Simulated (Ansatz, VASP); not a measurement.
# Cross-check of Si5C91 (amorphous film on crystalline C with 5 % Si on C sites, (111)) between VASP and Ansatz

Wanted: the spread between two codes on one cell, functional and k mesh. The cell is taken from a series of runs on this material, whose earlier steps may have relaxed, scaled, displaced or heated it; both programs get it as it stands.

Main program and level: Ansatz 0.2.0; plane waves, with VASP 6.6.1 beside it; single point at PBE.

**1. The starting structure**

The cell holds 192 atoms: 182 C and 10 Si. Cell: a = 10.086 Å, b = 8.735 Å, c = 24.600 Å, α = 90.0°, β = 90.0°, γ = 90.0°. It derives from C (diamond C). As first built, before any earlier steps moved the atoms (in the runner's words): A 2 x 1 x 2 block of diamond C (a = 3.566 A), 5 % of C replaced at random by Si with its (111) planes normal to z; the lower 50 % held fixed, the rest melted at 8000 K for 10 ps and cooled to 500 K at 200 K/ps with the Tersoff potential (Tersoff, Phys. Rev. B 39, 5566 (1989)); then all atoms free for 10 ps at 500 K, under. Minimised at fixed cell. . Vacuum lies along c.

**2. Ansatz: single point, PBE**

Ansatz runs on its default PAW (the set named soft_2) files.

A single point gives forces, pressure and levels at one fixed geometry, so differences don't come from the geometry; what else differs is listed under the comparison.

Input file input.yaml:

```yaml
crystal:
  lattice:
    - [10.08617, 0.0, 0.0]
    - [0.0, 8.73488, 0.0]
    - [0.0, 0.0, 24.60005]
  atoms:
    - { symbol: C, position: [0.11067, 0.94663, 0.01957] }
    - { symbol: Si, position: [0.99223, 0.02665, 0.07279] }
    - { symbol: C, position: [0.37559, 0.93286, 0.11753] }
    - { symbol: C, position: [0.38695, 0.94338, 0.18003] }
    - { symbol: C, position: [0.12439, 0.93641, 0.11956] }
    - { symbol: C, position: [0.11038, 0.94346, 0.18048] }
    - { symbol: C, position: [0.00069, 0.20089, 0.11183] }
    - { symbol: C, position: [0.99715, 0.1722, 0.17578] }
    - { symbol: C, position: [0.17003, 0.51604, 0.03809] }
    - { symbol: C, position: [0.23713, 0.53253, 0.09336] }
    - { symbol: C, position: [0.12925, 0.44234, 0.12211] }
    - { symbol: C, position: [0.13902, 0.44476, 0.18239] }
    - { symbol: Si, position: [0.40055, 0.46863, 0.10954] }
    - { symbol: C, position: [0.38031, 0.43746, 0.18574] }
    - { symbol: C, position: [0.24215, 0.68858, 0.11879] }
    - { symbol: C, position: [0.24828, 0.67275, 0.18246] }
    - { symbol: C, position: [0.25204, 0.18984, 0.12098] }
    - { symbol: C, position: [0.2518, 0.18865, 0.18207] }
    - { symbol: C, position: [0.12439, 0.10352, 0.20278] }
    - { symbol: C, position: [0.11974, 0.1031, 0.26828] }
    - { symbol: C, position: [0.37955, 0.10694, 0.19915] }
    - { symbol: Si, position: [0.37154, 0.10739, 0.2729] }
    - { symbol: C, position: [0.25501, 0.35432, 0.204] }
    - { symbol: C, position: [0.24423, 0.35859, 0.26779] }
    - { symbol: C, position: [0.99837, 0.68588, 0.1219] }
    - { symbol: C, position: [0.99767, 0.68776, 0.18425] }
    - { symbol: C, position: [0.37488, 0.6008, 0.20788] }
    - { symbol: C, position: [0.37478, 0.60449, 0.2727] }
    - { symbol: C, position: [0.1224, 0.60552, 0.20626] }
    - { symbol: C, position: [0.12116, 0.60553, 0.27113] }
[... 156 atom lines left out ...]
    - { symbol: C, position: [0.62632, 0.76304, 0.29076] }
    - { symbol: C, position: [0.11764, 0.2523, 0.35116] }
    - { symbol: C, position: [0.87446, 0.77515, 0.28956] }
    - { symbol: C, position: [0.21319, 0.70723, 0.54031] }
    - { symbol: C, position: [0.74804, 0.01426, 0.28495] }
    - { symbol: C, position: [0.50707, 0.74305, 0.45224] }
kpoints:
  mp_grid: { grid: [1, 2, 1] }
hamiltonian:
  xc: pbe
scf:
  occupations: { method: fermi_dirac, width: 0.05 }
output:
  forces: true
```

Run with:

```
> ansatz run input.yaml --threads 4 --pin off --max-ram 15872MiB --backend cpu --events-out ev --progress --plain --runs-dir out
```

Numbers of over 12 decimals in the logs are rounded to 6 here.

What it wrote:

```text
Engine: ansatz 0.2.0, aarch64-unknown-linux-gnu
Pseudopotentials: kind: paw
Pseudopotential: C, paw, valence charge 4, recommended cutoff 420 eV (normal), C.paw.azcp
Pseudopotential: Si, paw, valence charge 4, recommended cutoff 420 eV (normal), Si.paw.azcp
Functional definition: PBE
  parameter kappa = 0.804
  parameter beta = 0.066725
  exchange = pbe_x(kappa = kappa, mu = beta*pi^2/3)
  correlation = pbe_c(beta = beta)
Crystal: 192 atoms, lattice volume = 2167.301 Å³
Basis set: ecut = 420 eV, 42395 PW (Γ), exchange–correlation on 144×120×360 points (8 copies of the dense FFT grid, shifted against one another)
Bands: 576, of which v1, the nominal top of the filled ones, is band 384 counted from 1 (383 counted from 0)
Symmetry: 1 space group operations
Space group: P1 (ITA 1), of the structure as read, at distance tolerance 1.3e-4 Å
k-points: 2
Non-local potential: C, projectors of the file, l = 0: 2, l = 1: 2, l = 2: 1
Non-local potential: Si, projectors of the file, l = 0: 2, l = 1: 2, l = 2: 2
PAW form: soft (Blöchl's): semilocal exchange-correlation on the pseudo side does not see the compensation charge
PAW one-centre angular grid: C, 110 points (default); XC on 64 Gauss nodes
PAW one-centre angular grid: Si, 110 points (default); XC on 64 Gauss nodes
Initial density: superposition of atomic densities (neutral atoms: chi_scale 0, normalization atom), corrected by the library's trained network
Initial wavefunctions: pseudopotential atomic-orbital guess
Functional: x = pbe(κ = 0.804, μ = 0.219515), c = pbe(β = 0.066725)
SCF iter   1: F=—  HF=-51854.871469 eV  |F-HF|=—  |Δ(HF+E_count)|=         —  Δρ=1.44e-2  dr2=2.13e1  ethr=1.77e-3  ⟨swp⟩=7.0  Hψ=6011  notcnv=0  defer=293
preconditioner: auto → LDOS  [metal: Δε(μ)=0.040 eV  Ē_g=14.388 eV  σ=0.050 eV  W_gap=0.19  n_scr=452 (ndim 8)  ℏωp=22.1 eV  f_vac=0.341  D(μ)=34.74/eV (n_scr^D=188)  β→1.0]
SCF iter   2: F=—  HF=-51861.293938 eV  |F-HF|=—  |Δ(HF+E_count)|=    6.42e0  Δρ=3.10e-2  dr2=1.69e2  ethr=1.77e-3  ⟨swp⟩=3.0  Hψ=1545  notcnv=0  defer=331  recentre
SCF iter   3: F=—  HF=-51854.248595 eV  |F-HF|=—  |Δ(HF+E_count)|=    7.05e0  Δρ=1.03e-2  dr2=1.24e1  ethr=1.77e-3  ⟨swp⟩=6.0  Hψ=2912  notcnv=0  defer=304
SCF iter   4: F=—  HF=-51853.595910 eV  |F-HF|=—  |Δ(HF+E_count)|=   6.53e-1  Δρ=5.26e-3  dr2=5.81e0  ethr=1.61e-3  ⟨swp⟩=2.0  Hψ=889  notcnv=0  defer=305
SCF iter   5: F=—  HF=-51853.361233 eV  |F-HF|=—  |Δ(HF+E_count)|=   2.35e-1  Δρ=3.89e-3  dr2=3.23e0  ethr=7.56e-4  ⟨swp⟩=1.5  Hψ=1327  notcnv=0  defer=324
SCF iter   6: F=—  HF=-51853.197876 eV  |F-HF|=—  |Δ(HF+E_count)|=   1.63e-1  Δρ=2.75e-3  dr2=7.95e-1  ethr=4.20e-4  ⟨swp⟩=2.0  Hψ=1371  notcnv=0  defer=325
SCF iter   7: F=—  HF=-51853.235295 eV  |F-HF|=—  |Δ(HF+E_count)|=   3.74e-2  Δρ=6.43e-3  dr2=5.86e0  ethr=1.03e-4  ⟨swp⟩=2.0  Hψ=1207  notcnv=0  defer=325  recentre
SCF iter   8: F=—  HF=-51853.250928 eV  |F-HF|=—  |Δ(HF+E_count)|=   1.56e-2  Δρ=3.10e-3  dr2=2.05e0  ethr=1.03e-4  ⟨swp⟩=2.0  Hψ=1207  notcnv=0  defer=326
SCF iter   9: F=—  HF=-51853.168375 eV  |F-HF|=—  |Δ(HF+E_count)|=   8.26e-2  Δρ=2.10e-3  dr2=4.37e-1  ethr=1.03e-4  ⟨swp⟩=2.0  Hψ=876  notcnv=0  defer=326
SCF iter  10: F=—  HF=-51853.155077 eV  |F-HF|=—  |Δ(HF+E_count)|=   1.33e-2  Δρ=7.89e-4  dr2=2.73e-2  ethr=5.69e-5  ⟨swp⟩=2.0  Hψ=1101  notcnv=0  defer=326
SCF iter  11: F=—  HF=-51853.154981 eV  |F-HF|=—  |Δ(HF+E_count)|=   9.56e-5  Δρ=7.07e-4  dr2=5.52e-2  ethr=3.55e-6  ⟨swp⟩=2.0  Hψ=1168  notcnv=0  defer=326
SCF iter  12: F=—  HF=-51853.154409 eV  |F-HF|=—  |Δ(HF+E_count)|=   5.73e-4  Δρ=4.60e-4  dr2=3.06e-2  ethr=3.55e-6  ⟨swp⟩=2.0  Hψ=854  notcnv=0  defer=326
SCF iter  13: F=—  HF=-51853.153873 eV  |F-HF|=—  |Δ(HF+E_count)|=   5.35e-4  Δρ=1.76e-4  dr2=1.53e-3  ethr=3.55e-6  ⟨swp⟩=1.0  Hψ=826  notcnv=0  defer=326
SCF iter  14: F=—  HF=-51853.153951 eV  |F-HF|=—  |Δ(HF+E_count)|=   7.73e-5  Δρ=1.67e-4  dr2=3.03e-3  ethr=2.00e-7  ⟨swp⟩=2.0  Hψ=1322  notcnv=0  defer=326
SCF iter  15: F=—  HF=-51853.153910 eV  |F-HF|=—  |Δ(HF+E_count)|=   4.11e-5  Δρ=1.03e-4  dr2=1.10e-3  ethr=2.00e-7  ⟨swp⟩=1.5  Hψ=827  notcnv=0  defer=326
SCF iter  16: F=—  HF=-51853.153898 eV  |F-HF|=—  |Δ(HF+E_count)|=   1.12e-5  Δρ=2.75e-5  dr2=3.78e-5  ethr=1.43e-7  ⟨swp⟩=2.0  Hψ=853  notcnv=0  defer=326
SCF iter  17: F=—  HF=-51853.153898 eV  |F-HF|=—  |Δ(HF+E_count)|=   4.84e-7  Δρ=1.52e-5  dr2=8.30e-6  ethr=4.92e-9  ⟨swp⟩=2.5  Hψ=1514  notcnv=0  defer=326
SCF iter  18: F=—  HF=-51853.153897 eV  |F-HF|=—  |Δ(HF+E_count)|=   8.58e-7  Δρ=4.93e-6  dr2=1.08e-6  ethr=1.08e-9  ⟨swp⟩=2.0  Hψ=1445  notcnv=0  defer=326
SCF iter  19: F=—  HF=-51853.153897 eV  |F-HF|=—  |Δ(HF+E_count)|=   7.93e-8  Δρ=2.56e-6  dr2=2.68e-7  ethr=1.40e-10  ⟨swp⟩=3.0  Hψ=1508  notcnv=0  defer=326
SCF iter  20: F=-51853.153897 eV  HF=-51853.153897 eV  |F-HF|=4.26e-8  |Δ(HF+E_count)|=   1.76e-8  Δρ=1.53e-6  dr2=7.63e-8  ethr=1.30e-11  ⟨swp⟩=4.0  Hψ=3419  notcnv=0
[...]
atom  28  C     -1.01613765    -0.75555087    -0.20852085
  atom  29  C      0.37305681    -0.18374794    -0.80092551
  atom  30  C      0.71906975    -0.36041978     0.23489051
  atom  31  C      0.25096397     0.03482625     0.30852624
  atom  32  C      0.11488273    -0.28057498     0.08414110
  atom  33  Si     0.22793284    -1.17123554    -0.52824029
  atom  34  C     -0.03026894    -0.32402884     1.21008911
  atom  35  C     -1.12342936     0.12558905     1.00308540
  atom  36  C     -2.40753472    -3.01205096    -1.46589414
  atom  37  C      2.60862280     1.34163511    -0.79155715
  atom  38  C      2.12249254    -1.07817541    -0.17111242
  atom  39  C      0.76685934    -0.07264978     1.75889812
  atom  40  C      0.46427712    -0.42192737    -0.45834241
  atom  41  Si     0.05724474     0.26803128    -0.45418821
  atom  42  C      0.01448543    -0.15755104     1.27245744
  atom  43  C      1.41586522     3.24612199    -1.52568668
  atom  44  C     -0.52349847     1.92665456    -0.06813013
  atom  45  C      0.04021442     0.59986350     0.12640645
  atom  46  C     -0.09714668    -0.04487866    -0.43585680
  atom  47  C     -1.01571193    -0.27080659    -1.52512468
  atom  48  C     -1.76722866    -0.53166538    -0.30555786
  atom  49  Si     1.69827680    -0.75679374     0.99896740
  atom  50  Si    -0.21597930    -0.95210591    -3.09046085
  atom  51  C     -0.31701405     0.81925398     0.27000175
[...]
atom 185  C      0.17400100     1.78333861    -0.48114070
  atom 186  C     -0.15870563     0.69662786    -0.95228974
  atom 187  C     -0.28260594    -0.07314501    -0.54293655
  atom 188  C     -0.13590762    -0.15465996     1.25438224
  atom 189  C      0.16523222     0.52480481     0.60554173
  atom 190  C      0.88679941     1.55861992    -0.63012258
  atom 191  C     -0.90183299     0.24983970     0.13098502
  atom 192  C      0.77156121     0.66989078     0.15026973
  max |Σ_I F_I| component: 2.32e-4 eV/Å
```

The column dr2 measures how far the density is from self-consistency, as an energy; F and HF (Harris–Foulkes) agree once it is small.

**3. VASP: single point, PBE**

The same cell, functional, mesh and smearing now go to VASP, with its own data sets.

Lines of VASP's logs that name or quote its potential files are left out, and so is its time.

Input file INCAR:

```
SYSTEM = Si5C91
PREC = Accurate
ENCUT = 520
EDIFF = 1E-06
NELM = 120
ISMEAR = -1
SIGMA = 0.05
LREAL = Auto
ALGO = Normal
GGA = PE
NBANDS = 518
LORBIT = 11
LWAVE = .FALSE.
LCHARG = .FALSE.
ISIF = 2
LASPH = .TRUE.
GGA_COMPAT = .FALSE.
```

Input file POSCAR:

```
Si5C91
1.0
   10.0861700000      0.0000000000      0.0000000000
    0.0000000000      8.7348800000      0.0000000000
    0.0000000000      0.0000000000     24.6000500000
C Si
182 10
Direct
    0.1106700000      0.9466300000      0.0195700000
    0.3755900000      0.9328600000      0.1175300000
    0.3869500000      0.9433800000      0.1800300000
    0.1243900000      0.9364100000      0.1195600000
    0.1103800000      0.9434600000      0.1804800000
    0.0006900000      0.2008900000      0.1118300000
    0.9971500000      0.1722000000      0.1757800000
    0.1700300000      0.5160400000      0.0380900000
    0.2371300000      0.5325300000      0.0933600000
    0.1292500000      0.4423400000      0.1221100000
    0.1390200000      0.4447600000      0.1823900000
    0.3803100000      0.4374600000      0.1857400000
    0.2421500000      0.6885800000      0.1187900000
    0.2482800000      0.6727500000      0.1824600000
    0.2520400000      0.1898400000      0.1209800000
    0.2518000000      0.1886500000      0.1820700000
    0.1243900000      0.1035200000      0.2027800000
    0.1197400000      0.1031000000      0.2682800000
    0.3795500000      0.1069400000      0.1991500000
    0.2550100000      0.3543200000      0.2040000000
    0.2442300000      0.3585900000      0.2677900000
    0.9983700000      0.6858800000      0.1219000000
    0.9976700000      0.6877600000      0.1842500000
    0.3748800000      0.6008000000      0.2078800000
    0.3747800000      0.6044900000      0.2727000000
    0.1224000000      0.6055200000      0.2062600000
    0.1211600000      0.6055300000      0.2711300000
    0.9929300000      0.8550700000      0.2031400000
    0.9973600000      0.8561800000      0.2674800000
    0.0011600000      0.3552100000      0.2745800000
[... 156 atom lines left out ...]
    0.2484500000      0.8549300000      0.2076300000
    0.4692300000      0.6099300000      0.8950300000
    0.5183600000      0.0228700000      0.0815300000
    0.6229500000      0.5273900000      0.0039800000
    0.7496600000      0.0276600000      0.0567900000
    0.6284400000      0.2629000000      0.2994300000
```

Input file KPOINTS:

```
Automatic mesh
0
Gamma
1 2 1
0 0 0
```

Potentials, in the order of the species: C and Si (PBE family, release 64).

Run with:

```
> export OMP_NUM_THREADS=3
> mpirun -np 1 vasp_std
```

What it wrote:

```text
[banner, memory and clock lines left out]
running    1 mpi-ranks, on    1 nodes
[...]
Offloading initialized ...    1 GPUs detected
[...]
LDA part: xc-table for (Slater+PW92), standard interpolation
 POSCAR, INCAR and KPOINTS ok, starting setup
[...]
entering main loop
       N       E                     dE             d eps       ncg     rms          rms(c)
DAV:   1     0.430033750658E+04    0.43003E+04   -0.37395E+05  2072   0.135E+03
DAV:   2    -0.111738748761E+04   -0.54177E+04   -0.51001E+04  2648   0.305E+02
DAV:   3    -0.161468107491E+04   -0.49729E+03   -0.48502E+03  2512   0.884E+01
DAV:   4    -0.163336498644E+04   -0.18684E+02   -0.18559E+02  2720   0.177E+01
[...]
DAV:  35    -0.155737236829E+04   -0.41238E-05   -0.24509E-07  1616   0.444E-04    0.905E-04
DAV:  36    -0.155737237024E+04   -0.19510E-05   -0.16573E-07  1544   0.319E-04    0.365E-04
DAV:  37    -0.155737237109E+04   -0.84843E-06   -0.96201E-08  1528   0.235E-04
   1 F= -.15573724E+04 E0= -.15571881E+04  d E =-.368590E+00
```

From OUTCAR (step 3):

```text
  FREE ENERGIE OF THE ION-ELECTRON SYSTEM (eV)
  ---------------------------------------------------
  free  energy   TOTEN  =     -1557.3723710920 eV

  energy  without entropy=    -1557.0037809642  energy(sigma->0) =    -1557.18807603
```

**4. Side by side**

Known differences besides the potentials themselves: the cutoff is 420 eV in Ansatz and 520 eV in VASP (PREC = Accurate, projectors in real space). Total energies have different zeros and are not compared.

Forces on 9 of the 192 atoms, those with the largest forces and the largest differences (eV/Å; atoms numbered as in POSCAR):

| atom | Ansatz x, y, z | VASP x, y, z |
| --- | --- | --- |
| C31 | -1.123, 0.126, 1.003 | -1.078, 0.116, 0.974 |
| C32 | -2.408, -3.012, -1.466 | -2.409, -2.985, -1.465 |
| C42 | -1.016, -0.271, -1.525 | -0.974, -0.254, -1.557 |
| C50 | 3.248, -1.845, 1.506 | 3.214, -1.868, 1.474 |
| C89 | -3.254, 0.614, 3.203 | -3.262, 0.623, 3.191 |
| C99 | -1.322, -0.807, -5.143 | -1.323, -0.811, -5.106 |
| C101 | 2.957, -2.334, -2.110 | 2.953, -2.335, -2.098 |
| C105 | 4.756, 1.228, 3.703 | 4.726, 1.224, 3.698 |
| C172 | -2.049, 0.749, 3.689 | -2.061, 0.756, 3.709 |

The forces differ by 14 meV/Å r.m.s., which is 1.2 % of the r.m.s. force of 1.150 eV/Å (both taken over all components). With vacuum in the cell, a pressure given here is an average over mostly empty space and none of the material.

**5. Results**

* r.m.s. force difference (single point, PBE): 1.2 % of the r.m.s. force

What this shows: The r.m.s. force difference is 1.2 % of the r.m.s. force (single point, PBE), within the 3 % picked in this series as the mark of a large difference. Such differences can come from data sets, numerical settings and the points named under the comparisons, not from the functional's error against experiment.

[Lines on the potential files, build, host, timing and source positions are cut from VASP's logs without a mark.]

[Logs are printed without paths, hosts, clocks, repeated set-up lines and the standing remarks that a program may print on its own settings, such as how far it seeks lower states.]

[Hosts, paths, dates, database ids (printed as entryN), source tags and the programs' standing remarks are cut or masked in the printed files.]
